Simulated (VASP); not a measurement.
The system is BaTiO3.

```
Ba Ti O
1.0
     4.03195    0.00000    0.00000
     0.00000    4.03195    0.00000
     0.00000    0.00000    4.03195
Ba Ti O
1 1 3
Direct
  0.50000 0.50000 0.50000
  0.00000 0.00000 0.00000
  0.50000 0.00000 0.00000
  0.00000 0.50000 0.00000
  0.00000 0.00000 0.50000
```

Base run:

| Property | Result |
| --- | --- |
| Program | VASP 6.6.1 |
| Functional | PBE |
| Potentials or basis | VASP PAW PBE potentials, release 64 (Ba_sv, Ti_sv, O) |
| Cutoff | 520 eV |
| k mesh | 8 × 8 × 8 |
| Occupations | gaussian, width 0.03 eV |
| Spin | no spin polarisation |

Its results: band gap on the k mesh 1.70 eV, indirect (least direct gap 1.87 eV); pressure 0.1 GPa.

Question: The run is repeated on the same cell with these changes: functional from PBE to r2SCAN; further incar settings from ALGO = Fast; EDIFF = 1e-06; NBANDS = 28 to ALGO = Normal; EDIFF = 1e-06; NBANDS = 28. What comes out?

Answer: Band gap on the k mesh 2.08 eV, indirect (least direct gap 2.26 eV); pressure -3.0 GPa.

Caveats: spin-orbit coupling is left out, which moves the levels of the heavy elements; the PAW data sets were made with another functional, which shifts forces and pressure a little (some runs).
